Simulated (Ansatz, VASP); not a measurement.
# Cross-check of Sr3SbN between VASP and Ansatz

Aim: how closely do two programs agree when they are given the same cell, functional and k mesh? The cell is taken from a series of runs on this material, whose earlier steps may have relaxed, scaled, displaced or heated it; both programs get it as it stands.

Calculated with Ansatz 0.2.0; plane waves, with VASP 6.6.1 beside it; LDA.

### 1. Starting point

Symmetry: Pm-3m, No. 221, cubic system. Conventional cell: a = 5.195 Å, b = 5.195 Å, c = 5.195 Å, α = 90.00°, β = 90.00°, γ = 90.00°. Nearest to Sr lie 2 N at 2.60 Å. Sb has 12 Sr at 3.67 Å nearest. Nearest to N lie 6 Sr at 2.60 Å. Farther neighbours and most contacts between anions are not listed.

### 2. Ansatz: G0W0 gap, LDA

Ansatz runs on its default PAW (the set named soft_2) files.

Quasiparticle shifts depend on high empty states and on the cores, so they are the hardest test of two PAW sets.

File input.yaml:

```yaml
crystal:
  lattice:
    - [5.19496514, 0.0, 0.0]
    - [0.0, 5.19496514, 0.0]
    - [0.0, 0.0, 5.19496514]
  atoms:
    - { symbol: Sr, position: [0.0, 0.5, 0.5] }
    - { symbol: Sr, position: [0.5, 0.5, 0.0] }
    - { symbol: Sr, position: [0.5, 0.0, 0.5] }
    - { symbol: Sb, position: [0.0, 0.0, 0.0] }
    - { symbol: "N", position: [0.5, 0.5, 0.5] }
kpoints:
  mp_grid: { grid: [2, 2, 2] }
hamiltonian:
  xc: lda
scf:
  occupations: { method: fixed }
gw:
  n_empty_bands: 170
  ecut_chi: 141.5
  qp_bands: [v2, c2]
  qp_kpoints: [[0.0, 0.0, 0.0]]
  screening: { model: contour_deformation }
```

The run is started by

```sh
ansatz run input.yaml --threads 4 --pin off --max-ram 14745MiB --backend cpu --events-out ev --progress --plain --runs-dir out
```

Numbers of over 12 decimals in the logs are rounded to 6 here.

Output:

```text
Engine: ansatz 0.2.0, aarch64-unknown-linux-gnu
Pseudopotentials: kind: paw
Pseudopotential: Sr, paw, valence charge 10, recommended cutoff 420 eV (normal), Sr.paw.azcp
Pseudopotential: Sb, paw, valence charge 15, recommended cutoff 420 eV (normal), Sb.paw.azcp
Pseudopotential: N, paw, valence charge 5, recommended cutoff 420 eV (normal), N.paw.azcp
Functional definition: SPW92
  exchange = slater_x
  correlation = pw_c
Crystal: 5 atoms, lattice volume = 140.200 Å³
Basis set: ecut = 420 eV, 2777 PW (Γ)
Bands: 30, of which v1, the nominal top of the filled ones, is band 25 counted from 1 (24 counted from 0)
Symmetry: 48 space group operations
Space group: Pm-3m (ITA 221), of the structure as read, at distance tolerance 5.2e-5 Å
k-points: 4 of 8
Non-local potential: Sr, projectors of the file, l = 0: 3, l = 1: 2, l = 2: 2
Non-local potential: Sb, projectors of the file, l = 0: 2, l = 1: 2, l = 2: 2, l = 3: 2
Non-local potential: N, projectors of the file, l = 0: 2, l = 1: 2, l = 2: 1
PAW form: soft (Blöchl's): semilocal exchange-correlation on the pseudo side does not see the compensation charge
PAW frozen core: Sr, regenerated for the run's functional, and the local potential with it (the file was generated under x = pbe(κ = 0.804, μ = 0.219515), c = pbe(β = 0.066725))
PAW frozen core: Sb, regenerated for the run's functional, and the local potential with it (the file was generated under x = pbe(κ = 0.804, μ = 0.219515), c = pbe(β = 0.066725))
PAW frozen core: N, regenerated for the run's functional, and the local potential with it (the file was generated under x = pbe(κ = 0.804, μ = 0.219515), c = pbe(β = 0.066725))
PAW one-centre angular grid: Sr, 110 points (default); XC on 64 Gauss nodes
PAW one-centre angular grid: Sb, 590 points (default); XC on 64 Gauss nodes
PAW one-centre angular grid: N, 110 points (default); XC on 64 Gauss nodes
Initial density: superposition of atomic densities (neutral atoms: chi_scale 0, normalization atom), corrected by the library's trained network
Initial wavefunctions: pseudopotential atomic-orbital guess
Functional: x = slater, c = lda
SCF iter   1: F=—  HF=-17047.088739 eV  |F-HF|=—  |Δ(HF+E_count)|=         —  Δρ=5.76e-3  dr2=4.36e-2  ethr=1.77e-3  ⟨swp⟩=6.0  Hψ=493  notcnv=0  defer=7
preconditioner: auto → Resta (q_TF=auto, 2.298 Å⁻¹)  ε∞=3.0  [insulator: Δε(μ)=0.126 eV  Ē_g=12.938 eV  n_scr=26 (ndim 8)  ℏωp=18.3 eV  f_vac=0.000  ε∞_Penn≈3.0]
SCF iter   2: F=—  HF=-17047.082177 eV  |F-HF|=—  |Δ(HF+E_count)|=   6.56e-3  Δρ=2.69e-3  dr2=8.45e-3  ethr=8.73e-5  ⟨swp⟩=2.8  Hψ=201  notcnv=0  defer=10
SCF iter   3: F=—  HF=-17047.081317 eV  |F-HF|=—  |Δ(HF+E_count)|=   8.60e-4  Δρ=1.88e-3  dr2=5.89e-3  ethr=1.69e-5  ⟨swp⟩=2.2  Hψ=161  notcnv=0  defer=10
SCF iter   4: F=—  HF=-17047.080413 eV  |F-HF|=—  |Δ(HF+E_count)|=   9.04e-4  Δρ=3.52e-4  dr2=3.18e-4  ethr=1.18e-5  ⟨swp⟩=2.2  Hψ=154  notcnv=0  defer=10
SCF iter   5: F=—  HF=-17047.080412 eV  |F-HF|=—  |Δ(HF+E_count)|=   1.35e-6  Δρ=9.99e-5  dr2=2.53e-5  ethr=6.35e-7  ⟨swp⟩=2.8  Hψ=168  notcnv=0  defer=8
SCF iter   6: F=—  HF=-17047.080407 eV  |F-HF|=—  |Δ(HF+E_count)|=   4.59e-6  Δρ=3.20e-5  dr2=1.35e-6  ethr=5.07e-8  ⟨swp⟩=2.0  Hψ=203  notcnv=0  defer=6
SCF iter   7: F=—  HF=-17047.080407 eV  |F-HF|=—  |Δ(HF+E_count)|=   3.39e-7  Δρ=8.62e-6  dr2=1.15e-7  ethr=2.70e-9  ⟨swp⟩=2.2  Hψ=202  notcnv=0  defer=6
SCF iter   8: F=-17047.080407 eV  HF=-17047.080407 eV  |F-HF|=2.68e-9  |Δ(HF+E_count)|=   2.47e-8  Δρ=1.67e-6  dr2=4.24e-9  ethr=2.00e-10  ⟨swp⟩=12.0  Hψ=559  notcnv=0
SCF 1 converged in 8 iterations: F = -17047.080407 eV  dr2 = 4.24e-9
  greatest PAW one-centre occupation: 0.997 electrons in one spin orbital (limit 2), on the Sb atom at site 3 (counted from 0), in its partial waves of l = 2
NSCF: frozen V_eff on 4 k-points
G₀W₀ screening: q 1/4
[... further progress lines ...]
SCF converged after 8 iterations
Free energy (F): -17047.080407 eV
Harris-Foulkes:  -17047.080407 eV  (|F-HF|=2.68e-9)
Internal energy: -17047.080407 eV  (E = F + TS)
E sigma→0 (E₀):  -17047.080407 eV
Fermi energy:    8.281945 eV
--- Per-component energies (eV) ---
  E_band       = -438.391192
  E_kinetic    = 1076.400157
  E_local      = -3814.903105  (includes V_loc(G=0)·N_el)
  E_nonlocal   = 1032.239200
  E_hartree    = 1288.074937
  E_xc         = -712.987375
  E_vxc        = -660.008626  (∫ρ·V_xc dr)
  E_paw        = -12337.078691  (= ΣΔE_a)
  E_vpaw       = -648.268718  (= ΣTr[D̂ρ^β])
  E_aug_tail   = 0.000081  (compensation charges beyond the density's cutoff)
  E_ewald      = -3580.346885
  E_core_change = 1.521274  (= ΣΔE_core)
  E_smearing   = -0.000000  (= −TS)
  E_closure    = -0.000000  (closes the sum)
  Σ components = -17047.080407   (vs F -17047.080407, Δ=0.00e0)
--- Band table (eV) ---
  k-point 0: bands = [... 21 lower, 7.3512, 8.2819, 8.2819, 8.2819, 8.4193, 8.4193, 9.0902, 9.4686, ... 1 higher]
  k-point 1: bands = [... 21 lower, 7.0144, 7.0144, 7.6521, 7.6521, 9.6581, 10.0643, 10.1500, 11.0479, ... 1 higher]
  k-point 2: bands = [... 21 lower, 6.7545, 6.7815, 6.7815, 7.3659, 10.2097, 11.0227, 11.0227, 11.1287, ... 1 higher]
  k-point 3: bands = [... 21 lower, 5.8310, 6.7389, 6.7389, 6.7389, 10.0201, 10.0201, 10.0201, 11.4212, ... 1 higher]
--- G₀W₀: contour deformation, 8 samples at zero and on the imaginary axis and 0 off it, 8 q-points, 170 empty bands' worth ---
  eigenvalues of the whole cell's RPA ε∞ on this k-mesh (on a slab, of 1 + 4πα/V) = 950.2834, 950.2834, 950.2834; static W/v taken at q = 0 is 0.001052
  bands read: the sum over 195 bands ends inside a degenerate multiplet in 1 slot, whose members it reads at an even weight; the widest, k=3: bands 195 to 197 (counted from 1) at 1/3 each
    ik  band        ε_KS         Σx   Σc(E_QP)       V_xc       Z   E_QP_lin       E_QP  E_QP is
     0    24      8.2819   -18.5624     2.9301   -15.8112  0.6842     8.4589     8.4608  root
     0    25      8.2819   -18.5624     2.9301   -15.8112  0.6842     8.4589     8.4608  root
     0    26      8.4193    -4.7640    -4.1852    -9.2933  0.7353     8.7796     8.7634  root
     0    27      8.4193    -4.7640    -4.1852    -9.2933  0.7353     8.7796     8.7634  root
```

Reading the cycles: dr2 is the Hartree energy of the density residual (eV), the measure of convergence; HF is the Harris–Foulkes estimate of the energy, which meets the free energy F at convergence.

### 3. VASP: G0W0 gap, LDA

The same cell, functional (in two slightly different forms) and mesh now go to VASP, with its own data sets.

Lines of VASP's logs that name or quote its potential files are left out, and so is its time.

The run reads the wave functions of an earlier VASP run, which isn't shown here.

File INCAR:

```
SYSTEM = Sr3SbN
PREC = Accurate
ENCUT = 450
ISMEAR = 0
SIGMA = 0.01
LREAL = .FALSE.
GGA = CA
NBANDS = 195
ALGO = EVGW0
NELMGW = 1
ENCUTGW = 141.5
NOMEGA = 64
PRECFOCK = Fast
NBANDSGW = 33
LWAVE = .FALSE.
LCHARG = .FALSE.
```

File POSCAR:

```
Sr3SbN
1.0
    5.1949651400      0.0000000000      0.0000000000
    0.0000000000      5.1949651400      0.0000000000
    0.0000000000      0.0000000000      5.1949651400
Sr Sb N
3 1 1
Direct
    0.0000000000      0.5000000000      0.5000000000
    0.5000000000      0.5000000000      0.0000000000
    0.5000000000      0.0000000000      0.5000000000
    0.0000000000      0.0000000000      0.0000000000
    0.5000000000      0.5000000000      0.5000000000
```

File KPOINTS:

```
Automatic mesh
0
Gamma
2 2 2
0 0 0
```

The projector-augmented-wave data sets are Sr_sv_GW, Sb_d_GW and N_GW (LDA family, release 64).

The run is started by

```sh
export OMP_NUM_THREADS=3
mpirun -np 1 vasp_std
```

Output:

```text
[banner, memory and clock lines left out]
running    1 mpi-ranks, on    1 nodes
 distrk:  each k-point on    1 cores,    1 groups
 distr:  one band on    1 cores,    1 groups
 Offloading initialized ...    1 GPUs detected
 POSCAR found type information on POSCAR SrSbN
 POSCAR found :  3 types and       5 ions
|                                                                             |
|           W    W    AA    RRRRR   N    N  II  N    N   GGGG   !!!           |
|           W    W   A  A   R    R  NN   N  II  NN   N  G    G  !!!           |
|           W    W  A    A  R    R  N N  N  II  N N  N  G       !!!           |
|           W WW W  AAAAAA  RRRRR   N  N N  II  N  N N  G  GGG   !            |
|           WW  WW  A    A  R   R   N   NN  II  N   NN  G    G                |
|           W    W  A    A  R    R  N    N  II  N    N   GGGG   !!!           |
|                                                                             |
|     The default for ENCUTGWSOFT is different in this version of VASP.       |
|     please manually set ENCUTGWSOFT =141.5 in the INCAR file.               |
|                                                                             |

 LDA part: xc-table for (Slater(with rela. corr.)+CA(PZ))
 , standard interpolation
 found WAVECAR, reading the header
 POSCAR, INCAR and KPOINTS ok, starting setup
 FFT: planning ... GRIDC
 FFT: planning ... GRID_SOFT
 FFT: planning ... GRID
 reading WAVECAR
 the WAVECAR file was read successfully
 initial charge from wavefunction
 available memory per node:   1586.29 GB, setting MAXMEM to   1624359

 The Fermi energy was updated, please check that it is located mid-gap
 values below the HOMO (VB) or above the LUMO (CB) will cause erroneous energies
 E-fermi :   4.2389

 calculate exact exchange contribution
 the WAVEDER file was read successfully
|                                                                             |
|           W    W    AA    RRRRR   N    N  II  N    N   GGGG   !!!           |
|           W    W   A  A   R    R  NN   N  II  NN   N  G    G  !!!           |
|           W    W  A    A  R    R  N N  N  II  N N  N  G       !!!           |
|           W WW W  AAAAAA  RRRRR   N  N N  II  N  N N  G  GGG   !            |
|           WW  WW  A    A  R   R   N   NN  II  N   NN  G    G                |
|           W    W  A    A  R    R  N    N  II  N    N   GGGG   !!!           |
|                                                                             |
|     Automatic setting of frequency mesh for GW failed. Frequency mesh       |
|     properly not suitable for determining QP energies. Consider             |
|     increasing number of kpoints.                                           |
|                                                                             |

energies w=
    0.000    0.000    0.395    0.000    0.789    0.000    1.181    0.000
    1.570    0.000    1.956    0.000    2.338    0.000    2.715    0.000
    3.088    0.000    3.455    0.000    3.818    0.000    4.175    0.000
    4.527    0.000    4.874    0.000    5.218    0.000    5.557    0.000
    5.893    0.000    6.225    0.000    6.556    0.000    6.884    0.000
    7.212    0.000    7.539    0.000    7.867    0.000    8.196    0.000
    8.528    0.000    8.862    0.000    9.200    0.000    9.544    0.000
    9.893    0.000   10.250    0.000   10.615    0.000   10.991    0.000
   11.379    0.000   11.779    0.000   12.196    0.000   12.630    0.000
   13.085    0.000   13.563    0.000   14.067    0.000   14.601    0.000
   15.170    0.000   15.780    0.000   16.435    0.000   17.145    0.000
   17.916    0.000   18.761    0.000   19.693    0.000   20.726    0.000
   21.883    0.000   23.187    0.000   24.674    0.000   26.384    0.000
   28.377    0.000   30.728    0.000   33.547    0.000   36.989    0.000
   41.287    0.000   46.799    0.000   54.122    0.000   64.306    0.000
   79.413    0.000  104.088    0.000  151.507    0.000  279.471    0.000
 responsefunction array rank=     554
 LDA part: xc-table for (Slater(with rela. corr.)+CA(PZ))
 , standard interpolation

 min. memory requirement per mpi rank    813.7 MB, per node    813.7 MB

 allocating  64 responsefunctions rank=   554
 shmem allocating  64 responsefunctions rank=   554
 response function shared by NCSHMEM nodes    1
 Doing            64  frequencies on each core in blocks of            64
NQ=   1    0.0000    0.0000    0.0000,
|.........|.........|.........|.........|.........|.........|.........|.........
 performed        119000 updates of chi_q(r,r)
 total number of BLAS operations        253.51 Gflops
NQ=   2    0.5000    0.0000    0.0000,
|.........|.........|.........|.........|.........|.........|.........|.........
 performed        289000 updates of chi_q(r,r)
 total number of BLAS operations        673.28 Gflops
NQ=   3    0.5000    0.5000    0.0000,
|.........|.........|.........|.........|.........|.........|.........|.........
 performed        459000 updates of chi_q(r,r)
 total number of BLAS operations       1066.20 Gflops
NQ=   4    0.5000    0.5000    0.5000,
|.........|.........|.........|.........|.........|.........|.........|.........
 performed        578000 updates of chi_q(r,r)
 total number of BLAS operations       1357.45 Gflops
 resolving degeneracies of screened two electron integrals

 calculate QP shifts <psi_nk| G(iteration)W_0 |psi_nk>: iteration 1
 entering main loop
```

OUTCAR, selected parts (step 3):

```text
ion  position               nearest neighbor table
   1  0.000  0.500  0.500-   5 2.60   5 2.60
   2  0.500  0.500  0.000-   5 2.60   5 2.60
   3  0.500  0.000  0.500-   5 2.60   5 2.60
   4  0.000  0.000  0.000-
   5  0.500  0.500  0.500-   1 2.60   2 2.60   3 2.60   2 2.60   3 2.60   1 2.60

  LATTYP: Found a simple cubic cell.
 ALAT       =     5.1949651400

 Subroutine GETGRP returns: Found 48 space group operations
 (whereof 48 operations were pure point group operations)

The static configuration has the point symmetry O_h .

 Found      4 irreducible k-points:

   k-points           NKPTS =      4   k-points in BZ     NKDIM =      8   number of bands    NBANDS=    195

   dimension x,y,z NGX =    36 NGY =   36 NGZ =   36
   dimension x,y,z NGXF=    72 NGYF=   72 NGZF=   72

   ENCUT  =  450.0 eV  33.07 Ry    5.75 a.u.   8.99  8.99  8.99*2*pi/ulx,y,z

   NELECT =      50.0000    total number of electrons

  energy-cutoff  :      450.00
  volume of cell :      140.20
      direct lattice vectors                 reciprocal lattice vectors
     5.194965140  0.000000000  0.000000000     0.192494073  0.000000000  0.000000000
     0.000000000  5.194965140  0.000000000     0.000000000  0.192494073  0.000000000
     0.000000000  0.000000000  5.194965140     0.000000000  0.000000000  0.192494073

 k-points in reciprocal lattice and weights: Automatic mesh
   0.00000000  0.00000000  0.00000000       0.125
   0.50000000  0.00000000  0.00000000       0.375
   0.50000000  0.50000000  0.00000000       0.375
   0.50000000  0.50000000  0.50000000       0.125

 E-fermi :   4.2389

 QP shifts <psi_nk| G(iteration)W_0 |psi_nk>: iteration 1
 for sc-GW calculations column KS-energies equals QP-energies in previous step
 and V_xc(KS)=  KS-energies - (<T + V_ion + V_H > + <T+V_H+V_ion>^1  + <V_x>^1)
 k-point   1 :       0.0000    0.0000    0.0000
  band No.  KS-energies  QP-energies   sigma(KS)   V_xc(KS)     V^pw_x(r,r')   Z            occupation Imag(sigma)
    ...
     22       3.2417       3.0581     -11.7947     -11.5425     -13.9814       0.7277       2.0000       0.1577
     23       4.1743       4.2561     -14.5087     -14.6241     -17.4590       0.7079       2.0000       0.1624
     24       4.1743       4.2561     -14.5087     -14.6241     -17.4590       0.7079       2.0000       0.1624
     25       4.1743       4.2561     -14.5087     -14.6241     -17.4590       0.7079       2.0000       0.1624
     26       4.3035       4.7341      -7.9513      -8.5184      -3.9901       0.7593       0.0000      -0.1473
     27       4.3035       4.7341      -7.9513      -8.5184      -3.9901       0.7593       0.0000      -0.1473
     28       5.0032       5.5611      -8.9951      -9.7322      -4.8811       0.7569       0.0000      -0.1277
     29       5.3476       5.9766      -8.9812      -9.8135      -4.9307       0.7557       0.0000      -0.1519
    ...

 k-point   2 :       0.5000    0.0000    0.0000
  band No.  KS-energies  QP-energies   sigma(KS)   V_xc(KS)     V^pw_x(r,r')   Z            occupation Imag(sigma)
    ...
     22       2.8987       2.7162     -10.4286     -10.1831     -11.9759       0.7433       2.0000       0.1391
     23       2.8987       2.7162     -10.4286     -10.1831     -11.9759       0.7433       2.0000       0.1391
     24       3.5466       3.6333     -14.6669     -14.7925     -18.0721       0.6904       2.0000       0.1914
     25       3.5466       3.6333     -14.6669     -14.7925     -18.0721       0.6904       2.0000       0.1914
     26       5.5428       5.9717      -8.2093      -8.7781      -4.0859       0.7539       0.0000      -0.1759
     27       5.9429       6.6413      -9.1339     -10.0672      -4.7423       0.7484       0.0000      -0.1747
     28       6.0505       6.5629      -8.8807      -9.5622      -4.7354       0.7519       0.0000      -0.1635
     29       6.9301       7.5597      -8.9947      -9.8504      -4.2516       0.7358       0.0000      -0.2424
    ...

 k-point   3 :       0.5000    0.5000    0.0000
  band No.  KS-energies  QP-energies   sigma(KS)   V_xc(KS)     V^pw_x(r,r')   Z            occupation Imag(sigma)
    ...
     22       2.6369       2.4512     -10.2954     -10.0450     -11.8807       0.7416       2.0000       0.1452
     23       2.6670       2.6998     -12.6901     -12.7365     -15.3918       0.7068       2.0000       0.2073
     24       2.6670       2.6998     -12.6901     -12.7365     -15.3918       0.7068       2.0000       0.2073
     25       3.2590       3.3425     -14.1947     -14.3156     -17.5134       0.6905       2.0000       0.1992
     26       6.1038       6.4891      -8.4025      -8.9139      -4.3272       0.7533       0.0000      -0.1626
     27       6.9072       7.5027      -9.1670      -9.9656      -4.8835       0.7458       0.0000      -0.1896
     28       6.9072       7.5027      -9.1670      -9.9656      -4.8835       0.7458       0.0000      -0.1896
     29       7.0106       7.7063      -9.3085     -10.2579      -4.5661       0.7329       0.0000      -0.2381
    ...

 k-point   4 :       0.5000    0.5000    0.5000
  band No.  KS-energies  QP-energies   sigma(KS)   V_xc(KS)     V^pw_x(r,r')   Z            occupation Imag(sigma)
    ...
     22       1.7215       1.7799     -12.8681     -12.9519     -16.3416       0.6968       2.0000       0.3406
     23       2.6269       2.3360     -10.4559     -10.0638     -12.1219       0.7417       2.0000       0.1410
     24       2.6269       2.3360     -10.4559     -10.0638     -12.1219       0.7417       2.0000       0.1410
     25       2.6269       2.3360     -10.4559     -10.0638     -12.1219       0.7417       2.0000       0.1410
     26       5.9071       6.4809      -9.8813     -10.6564      -6.0785       0.7402       0.0000      -0.1525
     27       5.9071       6.4809      -9.8813     -10.6564      -6.0785       0.7402       0.0000      -0.1525
     28       5.9071       6.4809      -9.8813     -10.6564      -6.0785       0.7402       0.0000      -0.1525
     29       7.3155       8.1889      -9.8485     -11.0156      -5.3563       0.7483       0.0000      -0.1768
    ...
```

### 4. Side by side

Known differences besides the potentials themselves: the two LDA forms differ slightly; fixed occupations in Ansatz, narrow Gaussian smearing in VASP; the cutoff is 420 eV in Ansatz and 450 eV in VASP; VASP's log shows a relativistic correction to its local exchange, Ansatz's none; Ansatz integrates over frequency by contour deformation, VASP on a grid of NOMEGA points; Ansatz's G0W0 levels solve the quasiparticle equation, VASP's are linearised. Total energies have different zeros and are not compared.

Compared:

| quantity | Ansatz | VASP | difference |
| --- | --- | --- | --- |
| G0W0 gap on the mesh (eV) | 0.30 | 0.48 | -0.18 |
| Kohn-Sham gap under it (eV) | 0.14 | 0.13 | +0.01 |

VASP's log warns that its frequency grid doesn't suit quasiparticle energies on this mesh.

### 5. Results

```json
{
 "difference in G0W0 gap on the mesh (G0W0 gap, LDA)": "-0.18 eV"
}
```

The difference in G0W0 gap on the mesh is -0.18 eV (G0W0 gap, LDA). What causes the difference of the G0W0 gap, LDA pair stays open here. How closely two codes agree says nothing of how well the functional describes the real material.

[Lines on the potential files, build, host, timing and source positions are cut from VASP's logs without a mark.]

[Logs are printed without paths, hosts, clocks, repeated set-up lines and the standing remarks that a program may print on its own settings, such as how far it seeks lower states.]

[Hosts, paths, dates, database ids (printed as entryN), source tags and the programs' standing remarks are cut or masked in the printed files.]
